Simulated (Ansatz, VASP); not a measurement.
# Sc: VASP beside Ansatz

Wanted: the spread between two codes on one cell, functional and k mesh. The cell is taken from a series of runs on this material, whose earlier steps may have relaxed, scaled, displaced or heated it; both programs get it as it stands.

Main program and level: Ansatz 0.2.0; plane waves, with VASP 6.6.1 beside it; zone-centre phonons at PBEsol.

## (1) The starting structure

It takes space group P6_3/mmc (No. 194, hexagonal). Conventional cell: a = 3.179 Å, b = 3.179 Å, c = 5.175 Å, α = 90.00°, β = 90.00°, γ = 120.00°. Sc has 12 Sc at 3.17 to 3.18 Å nearest.

## (2) Ansatz: zone-centre phonons, PBEsol, pair 1

Ansatz runs on its PAW soft_1 files.

Second derivatives magnify differences that forces hide, and they need a tight electronic threshold.

The input, input.yaml:

```yaml
crystal:
  lattice:
    - [3.1793495787, 0.0, 0.0]
    - [-1.5896747894, 2.7533975027, 0.0]
    - [0.0, 0.0, 5.1751289954]
  atoms:
    - { symbol: Sc, position: [0.3333333333, 0.6666666667, 0.25] }
    - { symbol: Sc, position: [0.6666666667, 0.3333333333, 0.75] }
kpoints:
  mp_grid: { grid: [15, 15, 8] }
hamiltonian:
  xc: pbesol
  pseudopotentials: { kind: paw, azcp: { folder: soft_1 }, xc_functional: pbe }
scf:
  occupations: { method: methfessel_paxton, width: 0.2 }
output:
  eigenvalues: true
phonons:
  method: dfpt
```

Launch:

```sh
$ ansatz run input.yaml --threads 4 --pin off --max-ram 10240MiB --backend cpu --events-out ev --progress --plain --runs-dir out
```

Numbers of over 12 decimals in the logs are rounded to 6 here.

The log of the run:

```text
zone centre: on kpoints.mp_grid the ground state, and the responses unless they are solved on pairs of k-points, stand on 320 of the mesh's 1800 k-points, reduced under 4 symmetry operations, with k and −k counted as one. Each operation leaves every solved displacement unchanged or reverses it
Engine: ansatz 0.2.0, x86_64-unknown-linux-gnu
Pseudopotentials: kind: paw
Pseudopotential: Sc, paw, valence charge 11, recommended cutoff 420 eV (normal), soft_1/Sc.paw.azcp
Functional definition: PBEsol
  exchange = pbesol_x
  correlation = pbesol_c
Crystal: 2 atoms, lattice volume = 45.303 Å³
Basis set: ecut = 420 eV, 893 PW (Γ), exchange–correlation on 48×48×72 points (8 copies of the dense FFT grid, shifted against one another)
Bands: 15, of which v1, the nominal top of the filled ones, is band 11 counted from 1 (10 counted from 0)
Symmetry: 24 space group operations
k-points: 320 of 1800 (irreducible under 4 space group operations, time reversal used)
Non-local potential: Sc, projectors of the file, l = 0: 3, l = 1: 2, l = 2: 3, l = 3: 1
PAW form: soft (Blöchl's): semilocal exchange-correlation on the pseudo side does not see the compensation charge
PAW frozen core: Sc, regenerated for the run's functional, and the local potential with it (the file was generated under x = pbe(κ = 0.804, μ = 0.219515), c = pbe(β = 0.066725))
PAW one-centre angular grid: Sc, 590 points (default); XC on 64 Gauss nodes
Initial density: superposition of atomic densities (chi_scale 0.1, normalization cell)
Initial wavefunctions: pseudopotential atomic-orbital guess
Functional: x = pbesol(κ = 0.804, μ = 0.123457), c = pbesol(β = 0.046)
SCF iter   1: F=—  HF=-4222.846611 eV  |F-HF|=—  |Δ(HF+E_count)|=         —  Δρ=2.59e-2  dr2=3.82e-1  ethr=3.10e-3  ⟨swp⟩=3.1  Hψ=17553  notcnv=0
preconditioner: auto → none  [metal: Δε(μ)=0.009 eV  Ē_g=2.784 eV  σ=0.200 eV  W_gap=0.04  n_scr=8 (ndim 8)  ℏωp=13.5 eV  f_vac=0.000  D(μ)=4.13/eV (n_scr^D=42)  sad-step TF]
SCF iter   2: F=—  HF=-4222.753154 eV  |F-HF|=—  |Δ(HF+E_count)|=   9.35e-2  S|Δr|=    0.00e0  Δρ=1.50e-2  dr2=1.38e-1  ethr=1.74e-3  ⟨swp⟩=2.0  Hψ=8381  notcnv=0
SCF iter   3: F=—  HF=-4222.707119 eV  |F-HF|=—  |Δ(HF+E_count)|=   4.60e-2  S|Δr|=    0.00e0  Δρ=1.28e-3  dr2=3.70e-4  ethr=6.26e-4  ⟨swp⟩=3.0  Hψ=9302  notcnv=0
SCF iter   4: F=—  HF=-4222.707379 eV  |F-HF|=—  |Δ(HF+E_count)|=   2.60e-4  S|Δr|=    0.00e0  Δρ=1.19e-4  dr2=6.02e-6  ethr=1.68e-6  ⟨swp⟩=2.0  Hψ=8110  notcnv=0
SCF iter   5: F=—  HF=-4222.707377 eV  |F-HF|=—  |Δ(HF+E_count)|=   1.87e-6  S|Δr|=    0.00e0  Δρ=3.81e-5  dr2=6.04e-7  ethr=2.74e-8  ⟨swp⟩=2.0  Hψ=8502  notcnv=0
SCF iter   6: F=—  HF=-4222.707380 eV  |F-HF|=—  |Δ(HF+E_count)|=   3.63e-6  S|Δr|=    0.00e0  Δρ=6.30e-6  dr2=1.57e-8  ethr=2.75e-9  ⟨swp⟩=2.9  Hψ=8793  notcnv=0
SCF iter   7: F=—  HF=-4222.707380 eV  |F-HF|=—  |Δ(HF+E_count)|=   5.64e-9  S|Δr|=    0.00e0  Δρ=4.94e-7  dr2=8.66e-11  ethr=7.12e-11  ⟨swp⟩=2.3  Hψ=8344  notcnv=0
SCF iter   8: F=-4222.707380 eV  HF=-4222.707380 eV  |F-HF|=0.00e0  |Δ(HF+E_count)|=  3.64e-11  S|Δr|=    0.00e0  Δρ=3.31e-8  dr2=2.55e-13  ethr=1.00e-12  ⟨swp⟩=4.8  Hψ=17655  notcnv=0
SCF 1 converged in 8 iterations: F = -4222.707380 eV  dr2 = 2.55e-13
  greatest PAW one-centre occupation: 0.998 electrons in one spin orbital (limit 2), on the Sc atom at site 1 (counted from 0), in its partial waves of l = 0
DFPT response loops at Γ: preconditioner auto → Kerker (q_TF=auto, 2.419 Å⁻¹) (partly filled bands, converged f_vac=0.000); β = 1.00, the filter's whole step (`scf.mixing.beta` (0.50) is not read by the response loops under this deck's `scf.mixing.preconditioner`; to damp them name `kerker` or `kerker_dos`, under which they read `scf.mixing.beta`, and type it under 1.00, their step now; both keys bind the ground state too); Broyden in place of MSR1
SCF converged after 8 iterations
Stability not checked: this state was not tested for a lower state beside it, because cold or Methfessel-Paxton smearing, or corrected tetrahedra, fill the levels in a way that the test cannot read (fill_not_monotonic; see scf.lower_state_search)
Free energy (F): -4222.707380 eV
Harris-Foulkes:  -4222.707380 eV  (|F-HF|=0.00e0)
Internal energy: -4222.702200 eV  (E = F + TS)
E sigma→0 (E₀):  -4222.706085 eV
Entropy (-TS):   -0.005180 eV (-2.590 meV/atom)
Fermi energy:    10.013012 eV
--- Per-component energies (eV) ---
  E_band       = -315.403699
  E_kinetic    = 415.270612
  E_local      = -1624.681427  (includes V_loc(G=0)·N_el)
  E_nonlocal   = 288.863305
  E_hartree    = 580.347320
  E_xc         = -169.717697
  E_vxc        = -209.562978  (∫ρ·V_xc dr)
  E_paw        = -1934.522074  (= ΣΔE_a)
  E_vpaw       = -345.987916  (= ΣTr[D̂ρ^β])
  E_aug_tail   = 0.000082  (compensation charges beyond the density's cutoff)
  E_ewald      = -1778.520371
  E_core_change = 0.258050  (= ΣΔE_core)
  E_smearing   = -0.005180  (= −TS)
  E_closure    = -0.000000  (closes the sum)
  Σ components = -4222.707380   (vs F -4222.707380, Δ=0.00e0)
--- Band table (eV; the first three rows and the last of 320) ---
  k-point 0: bands = [... 7 lower, -17.4197, 4.7226, 8.1764, 10.4936, 11.7270, 11.7431, 11.7431, 12.1805]
  k-point 1: bands = [... 7 lower, -17.4286, 4.8300, 8.0314, 10.4599, 11.6550, 11.7061, 11.7061, 12.1243]
  k-point 2: bands = [... 7 lower, -17.4362, 5.1443, 7.6004, 10.4609, 11.4543, 11.6502, 11.6502, 11.9867]
  k-point 319: bands = [... 7 lower, -17.5229, 8.5851, 8.5851, 10.1701, 10.1701, 10.8070, 10.8070, 12.4308]
--- Phonons (Γ-DFPT): 2 representative perturbations + reference, on 320 of 1800 k-points (Σ response iterations 6) ---
  k mesh reduced under 4 symmetry operations, with k and −k counted as one. Each operation leaves every solved displacement unchanged or reverses it
  ASR residual: 2.057e-5 → 0.000e0 eV/Å²; symmetrization residual: 1.918e-10 eV/Å²
  ASR residual per site (eV/Å²): 2.06e-5 2.06e-5
  Γ frequencies (cm⁻¹): 0.00 0.00 0.00 125.47 125.47 221.83
  non-analytic LO–TO correction: not included (Born effective charges unavailable; polar crystals: no LO–TO splitting at Γ)
```

In the SCF lines HF is the Harris–Foulkes energy and dr2 the Hartree energy of the density residual, in eV; the loop may stop once dr2 is under the threshold and the program's other checks hold. Hψ counts applications of the Hamiltonian.

## (3) VASP: zone-centre phonons, PBEsol, pair 1

The same cell, functional, mesh and smearing now go to VASP, with its own data sets.

Lines of VASP's logs that name or quote its potential files are left out, and so is its time.

The input, INCAR:

```
SYSTEM = Sc
PREC = Accurate
ENCUT = 500
EDIFF = 1E-08
NELM = 120
ISMEAR = 1
SIGMA = 0.2
LREAL = .FALSE.
ALGO = Normal
GGA = PS
NBANDS = 17
LASPH = .TRUE.
LORBIT = 11
LWAVE = .FALSE.
LCHARG = .FALSE.
ISIF = 2
IBRION = 8
GGA_COMPAT = .FALSE.
KPAR = 2
```

The input, POSCAR:

```
Sc
1.0
    3.1793495787      0.0000000000      0.0000000000
   -1.5896747894      2.7533975027      0.0000000000
    0.0000000000      0.0000000000      5.1751289954
Sc
2
Direct
    0.3333333333      0.6666666667      0.2500000000
    0.6666666667      0.3333333333      0.7500000000
```

The input, KPOINTS:

```
Automatic mesh
0
Gamma
15 15 8
0 0 0
```

Potentials, in the order of the species: Sc_sv (PBE family, release 64).

Launch:

```sh
$ mpirun -np 2 vasp_std
```

The log of the run:

```text
[banner, memory and clock lines left out]
running    2 mpi-ranks, on    1 nodes
 distrk:  each k-point on    1 cores,    2 groups
 distr:  one band on    1 cores,    1 groups

 POSCAR found type information on POSCAR Sc
 POSCAR found :  1 types and       2 ions
|                                                                             |
|               ----> ADVICE to this user running VASP <----                  |
|                                                                             |
|     You enforced a specific xc type in the INCAR file but a different       |
|     [... a line on the potential file left out ...]
|     I HOPE YOU KNOW WHAT YOU ARE DOING!                                     |
|                                                                             |

 LDA part: xc-table for (Slater+PW92), standard interpolation
 POSCAR, INCAR and KPOINTS ok, starting setup
 FFT: planning ... GRIDC
 FFT: planning ... GRID_SOFT
 FFT: planning ... GRID
 WAVECAR not read
 entering main loop
       N       E                     dE             d eps       ncg     rms          rms(c)
DAV:   1     0.353551059747E+03    0.35355E+03   -0.10946E+04  4622   0.136E+03
DAV:   2     0.575243374437E+01   -0.34780E+03   -0.34164E+03  5758   0.572E+02
DAV:   3    -0.142669626361E+02   -0.20019E+02   -0.19386E+02  7611   0.163E+02
DAV:   4    -0.145911565419E+02   -0.32419E+00   -0.32328E+00  6769   0.189E+01
DAV:   5    -0.145948817399E+02   -0.37252E-02   -0.37226E-02  7833   0.220E+00    0.858E+00
DAV:   6    -0.133568331537E+02    0.12380E+01   -0.27163E+00  5934   0.197E+01    0.261E+00
DAV:   7    -0.131867972874E+02    0.17004E+00   -0.70739E-01  6059   0.917E+00    0.792E-01
DAV:   8    -0.131755916523E+02    0.11206E-01   -0.24711E-02  6125   0.211E+00    0.234E-01
DAV:   9    -0.131744444768E+02    0.11472E-02   -0.57794E-03  6279   0.851E-01    0.158E-02
DAV:  10    -0.131744582164E+02   -0.13740E-04   -0.81688E-05  7440   0.129E-01    0.638E-03
DAV:  11    -0.131744556292E+02    0.25873E-05   -0.21339E-06  6618   0.161E-02    0.172E-03
DAV:  12    -0.131744568552E+02   -0.12261E-05   -0.26621E-07  7405   0.529E-03    0.793E-04
DAV:  13    -0.131744565828E+02    0.27240E-06   -0.22964E-08  4997   0.196E-03    0.900E-05
DAV:  14    -0.131744566061E+02   -0.23312E-07   -0.14595E-09  3828   0.875E-04    0.339E-05
DAV:  15    -0.131744566149E+02   -0.88103E-08   -0.49484E-10  3471   0.383E-04
   1 F= -.13174457E+02 E0= -.13172741E+02  d E =-.514544E-02
 Linear response reoptimize wavefunctions to high precision
DAV:   1    -0.131744566181E+02   -0.31846E-08   -0.22837E-10  3677   0.358E-04
DAV:   2    -0.131744566181E+02    0.31832E-11   -0.11333E-10  3338   0.194E-04
 Linear response DOF=           2
 Linear response progress:
  Degree of freedom:   1/  2
       N       E                     dE             d eps       ncg     rms          rms(c)
RMM:   1    -0.736682718669E+00   -0.73668E+00   -0.65906E+01 19364   0.217E+02
RMM:   2    -0.733743812309E+00    0.29389E-02   -0.14622E-01 28660   0.459E+00    0.119E-01
RMM:   3    -0.733414117423E+00    0.32969E-03   -0.12222E-02 32887   0.103E+00    0.404E-02
RMM:   4    -0.732496415782E+00    0.91770E-03   -0.13236E-03 37951   0.281E-01    0.198E-02
RMM:   5    -0.732209641642E+00    0.28677E-03   -0.15398E-04 39553   0.971E-02    0.100E-02
RMM:   6    -0.732220293403E+00   -0.10652E-04   -0.18913E-05 34742   0.352E-02    0.568E-03
RMM:   7    -0.732293734065E+00   -0.73441E-04   -0.65998E-06 38229   0.226E-02    0.311E-03
RMM:   8    -0.732406158942E+00   -0.11242E-03   -0.24877E-06 38566   0.115E-02    0.482E-04
RMM:  10    -0.732407398356E+00    0.26018E-05   -0.17234E-06 38854   0.492E-03    0.659E-05
RMM:  11    -0.732410652110E+00   -0.32538E-05   -0.17604E-06 38587   0.439E-03    0.149E-05
RMM:  12    -0.732410349157E+00    0.30295E-06   -0.13760E-06 39563   0.429E-03    0.137E-05
RMM:  13    -0.732410642129E+00   -0.29297E-06   -0.11851E-06 39419   0.417E-03    0.536E-06
RMM:  14    -0.732410779007E+00   -0.13688E-06   -0.87767E-07 41064   0.415E-03    0.265E-06
RMM:  15    -0.732410702376E+00    0.76631E-07   -0.70120E-07 41421   0.412E-03    0.403E-06
[...]
RMM:  19    -0.732410801353E+00   -0.14850E-07   -0.35173E-07 44180   0.412E-03    0.297E-07
RMM:  20    -0.732410805618E+00   -0.42644E-08   -0.31372E-07 45119   0.411E-03    0.562E-07
RMM:  21    -0.732410804421E+00    0.11970E-08   -0.29307E-07 45053   0.412E-03    0.654E-07
RMM:  22    -0.732410804313E+00    0.10801E-09   -0.27440E-07 45592   0.411E-03    0.919E-07
RMM:  23    -0.732410802945E+00    0.13676E-08   -0.26325E-07 45754   0.412E-03    0.125E-06
RMM:  24    -0.732410805114E+00   -0.21684E-08   -0.25170E-07 46416   0.412E-03    0.125E-06
RMM:  25    -0.732410805104E+00    0.94335E-11   -0.25080E-07 46530   0.412E-03    0.135E-06
RMM:  26    -0.732410805360E+00   -0.25542E-09   -0.23789E-07 47154   0.412E-03    0.139E-06
 first order change of Fermi-energy   0.17036E-04
 force on displaced ion       1 direction 1 :  -1.294   0.000   0.000
 Linear response progress:
  Degree of freedom:   2/  2
       N       E                     dE             d eps       ncg     rms          rms(c)
RMM:   1    -0.815325988905E+00   -0.81533E+00   -0.66699E+01  6615   0.219E+02
RMM:   2    -0.813254896867E+00    0.20711E-02   -0.15510E-01  9705   0.470E+00    0.140E-01
RMM:   3    -0.813831677257E+00   -0.57678E-03   -0.10244E-02 10947   0.101E+00    0.492E-02
RMM:   4    -0.812887083003E+00    0.94459E-03   -0.13657E-03 12063   0.294E-01    0.175E-02
RMM:   5    -0.812749257302E+00    0.13783E-03   -0.22016E-04 13068   0.927E-02    0.152E-02
RMM:   6    -0.812651335396E+00    0.97922E-04   -0.40686E-05 12040   0.395E-02    0.715E-03
RMM:   7    -0.812624384069E+00    0.26951E-04   -0.14478E-05 14237   0.203E-02    0.306E-03
RMM:   8    -0.812655549910E+00   -0.31166E-04   -0.59955E-06 12465   0.138E-02    0.684E-04
RMM:   9    -0.812667741512E+00   -0.12192E-04   -0.43697E-06 13907   0.684E-03    0.388E-04
RMM:  10    -0.812679210973E+00   -0.11469E-04   -0.40607E-06 13167   0.495E-03    0.142E-04
RMM:  11    -0.812683064839E+00   -0.38539E-05   -0.25179E-06 13126   0.440E-03    0.257E-05
RMM:  12    -0.812682771005E+00    0.29383E-06   -0.18071E-06 13442   0.427E-03    0.209E-05
RMM:  13    -0.812683357600E+00   -0.58659E-06   -0.14906E-06 13564   0.422E-03    0.306E-06
RMM:  14    -0.812683317423E+00    0.40177E-07   -0.10617E-06 14073   0.423E-03    0.341E-06
[...]
RMM:  20    -0.812683322476E+00    0.94589E-09   -0.53588E-07 15332   0.424E-03    0.444E-07
RMM:  21    -0.812683320034E+00    0.24429E-08   -0.49773E-07 15196   0.424E-03    0.594E-07
RMM:  22    -0.812683316670E+00    0.33633E-08   -0.47589E-07 15669   0.424E-03    0.980E-07
RMM:  23    -0.812683313583E+00    0.30870E-08   -0.41634E-07 15654   0.425E-03    0.129E-06
RMM:  24    -0.812683310900E+00    0.26829E-08   -0.39787E-07 16066   0.425E-03    0.160E-06
RMM:  25    -0.812683307345E+00    0.35558E-08   -0.35431E-07 15846   0.425E-03    0.164E-06
RMM:  26    -0.812683305929E+00    0.14157E-08   -0.33054E-07 16130   0.425E-03    0.171E-06
RMM:  27    -0.812683302382E+00    0.35467E-08   -0.29359E-07 16073   0.425E-03    0.180E-06
 first order change of Fermi-energy  -0.94669E-05
 force on displaced ion       1 direction 3 :   0.000  -0.000  -4.073
 Linear response finished
```

From OUTCAR (step 3):

```text
ion  position               nearest neighbor table
   1  0.333  0.667  0.250-   2 3.17   2 3.17   2 3.17   2 3.17   2 3.17   2 3.17
   2  0.667  0.333  0.750-   1 3.17   1 3.17   1 3.17   1 3.17   1 3.17   1 3.17

  LATTYP: Found a hexagonal cell.
 ALAT       =     3.1793495787
 C/A-ratio  =     1.6277319833

 Subroutine GETGRP returns: Found 24 space group operations
 (whereof 12 operations were pure point group operations)

The static configuration has the point symmetry D_3d.
 The point group associated with its full space group is D_6h.

 Found    135 irreducible k-points:

   k-points           NKPTS =    135   k-points in BZ     NKDIM =    135   number of bands    NBANDS=     17

   dimension x,y,z NGX =    24 NGY =   24 NGZ =   40
   dimension x,y,z NGXF=    48 NGYF=   48 NGZF=   80

   ENCUT  =  500.0 eV  36.75 Ry    6.06 a.u.   5.80  5.80  9.44*2*pi/ulx,y,z

   NELECT =      22.0000    total number of electrons

 k-points in reciprocal lattice and weights: Automatic mesh
   0.00000000  0.00000000  0.00000000       0.001
   0.06666667  0.00000000  0.00000000       0.003
   0.13333333  0.00000000  0.00000000       0.003
   0.20000000  0.00000000  0.00000000       0.003
   0.26666667  0.00000000  0.00000000       0.003
   0.33333333  0.00000000  0.00000000       0.003
   0.40000000  0.00000000  0.00000000       0.003
   0.46666667  0.00000000  0.00000000       0.003
   0.06666667  0.06666667  0.00000000       0.003
[...]
0.33333333  0.26666667  0.50000000       0.007
   0.33333333  0.33333333  0.50000000       0.001

 average (electrostatic) potential at core
       1 -46.3216       2 -46.3216

  Total        1.1720299      1.1720299      0.0025532     -0.0000000      0.0000000      0.0000000
  in kB       41.4496537     41.4496537      0.0902940     -0.0000000      0.0000000      0.0000000
  external PRESSURE =      27.6632005 kB  Pullay stress =       0.0000000 kB

  energy-cutoff  :      500.00
  volume of cell :       45.30
      direct lattice vectors                 reciprocal lattice vectors
     3.179349579  0.000000000  0.000000000     0.314529741  0.181593831  0.000000000
    -1.589674789  2.753397503  0.000000000     0.000000000  0.363187661  0.000000000
     0.000000000  0.000000000  5.175128995     0.000000000  0.000000000  0.193231898

 POSITION                                       TOTAL-FORCE (eV/Angst)
 -----------------------------------------------------------------------------------
     -0.00000      1.83560      1.29378         0.000000      0.000000      0.000000
      1.58967      0.91780      3.88135        -0.000000     -0.000000      0.000000
 -----------------------------------------------------------------------------------
    total drift:                               -0.000000      0.000000     -0.000000

 Eigenvectors and eigenvalues of the dynamical matrix
 ----------------------------------------------------

   1 f  =    6.654737 THz    41.812944 2PiTHz  221.978122 cm-1    27.521767 meV
             X         Y         Z           dx          dy          dz
     -0.000000  1.835598  1.293782     0.000000    0.000000   -0.707107
      1.589675  0.917799  3.881347    -0.000000    0.000000    0.707107

   2 f  =    3.750597 THz    23.565693 2PiTHz  125.106435 cm-1    15.511214 meV
             X         Y         Z           dx          dy          dz
     -0.000000  1.835598  1.293782     0.328887   -0.625966    0.000000
      1.589675  0.917799  3.881347    -0.328887    0.625966    0.000000

   3 f  =    3.750597 THz    23.565693 2PiTHz  125.106435 cm-1    15.511214 meV
             X         Y         Z           dx          dy          dz
     -0.000000  1.835598  1.293782    -0.625966   -0.328887   -0.000000
      1.589675  0.917799  3.881347     0.625966    0.328887    0.000000

   4 f  =    0.000000 THz     0.000000 2PiTHz    0.000002 cm-1     0.000000 meV
             X         Y         Z           dx          dy          dz
     -0.000000  1.835598  1.293782    -0.695122   -0.129638    0.000000
      1.589675  0.917799  3.881347    -0.695122   -0.129638    0.000000

   5 f  =    0.000000 THz     0.000000 2PiTHz    0.000001 cm-1     0.000000 meV
             X         Y         Z           dx          dy          dz
     -0.000000  1.835598  1.293782    -0.129638    0.695122    0.000000
      1.589675  0.917799  3.881347    -0.129638    0.695122    0.000000

   6 f  =    0.000000 THz     0.000000 2PiTHz    0.000000 cm-1     0.000000 meV
             X         Y         Z           dx          dy          dz
     -0.000000  1.835598  1.293782    -0.000000    0.000000    0.707107
      1.589675  0.917799  3.881347     0.000000    0.000000    0.707107

 ELASTIC MODULI CONTR FROM IONIC RELAXATION (kBar)
 Direction    XX          YY          ZZ          XY          YZ          ZX
 --------------------------------------------------------------------------------
 XX         -54.2991     54.2991      0.0000      0.0000      0.0000      0.0000
 YY          54.2991    -54.2991     -0.0000      0.0000      0.0000      0.0000
 ZZ           0.0000     -0.0000     -0.0000     -0.0000      0.0000      0.0000
 XY           0.0000      0.0000     -0.0000    -54.2991      0.0000      0.0000
 YZ           0.0000      0.0000      0.0000      0.0000      0.0000      0.0000
 ZX           0.0000      0.0000      0.0000      0.0000      0.0000     -0.0000
 --------------------------------------------------------------------------------
```

## (4) Side by side

Known differences besides the potentials themselves: the cutoff is 420 eV in Ansatz and 500 eV in VASP; Ansatz makes its cores anew for this functional, VASP keeps those of its PBE data sets. Total energies have different zeros and are not compared.

The two programs side by side:

| quantity | Ansatz | VASP | difference |
| --- | --- | --- | --- |
| optical mode 1 to 2 (cm⁻¹) | 125.5 | 125.1 | +0.29 % |
| optical mode 3 (cm⁻¹) | 221.8 | 222.0 | -0.07 % |

Modes are paired by rising frequency, not by their patterns, so a pair may set unlike modes beside each other; they are those without the splitting of longitudinal modes.

(Continued in part 2 of 2.)

[Lines on the potential files, build, host, timing and source positions are cut from VASP's logs without a mark.]

[Logs are printed without paths, hosts, clocks, repeated set-up lines and the standing remarks that a program may print on its own settings, such as how far it seeks lower states.]

[Hosts, paths, dates, database ids (printed as entryN), source tags and the programs' standing remarks are cut or masked in the printed files.]
